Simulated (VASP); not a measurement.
BN (wurtzite), at 1.04 of the tabulated volume:

```
CELL_PARAMETERS angstrom
      1.29178    -2.23743     0.00000
      1.29178     2.23743     0.00000
      0.00000     0.00000     4.27553
ATOMIC_POSITIONS crystal
  B  0.66667 0.33333 0.50000
  B  0.33333 0.66667 0.00000
  N  0.66667 0.33333 0.87500
  N  0.33333 0.66667 0.37500
```

The lowest empty band near K, direction c, from mBJ (TB09) with spin-orbit coupling in VASP (PAW); its two spin partners are averaged. The gap over the points computed is 6.77 eV, and the next band on that side lies 7.63 eV away at the edge.

Run with 520 eV cut-off, 11×11×6 Γ-centred mesh, Gaussian smearing of 0.050 eV, potentials B N.

```csv
distance from the edge in k (1/Å),distance in energy (meV)
0.018,3.7
0.025,7.3
0.035,14.3
0.050,29.1
0.070,57.0
```

Question: Fit E(1 + αE) = ħ²k²/2m* (ħ²/2m0 = 3.810 eV Å²) and predict the row at 0.095 1/Å.

Answer: The rows don't resolve α, so a parabola serves: the electron mass is m* = 0.327 m0, and so 105.0 meV. The run gave 104.8 meV, -0.2 meV from the fit.

Left out are points under 3 meV from the edge, since the levels carry 0.1 meV, and points farther than half the way to the next band.

The compound is BN in the wurtzite structure, a metastable high-pressure form. The cell was not relaxed at this level.
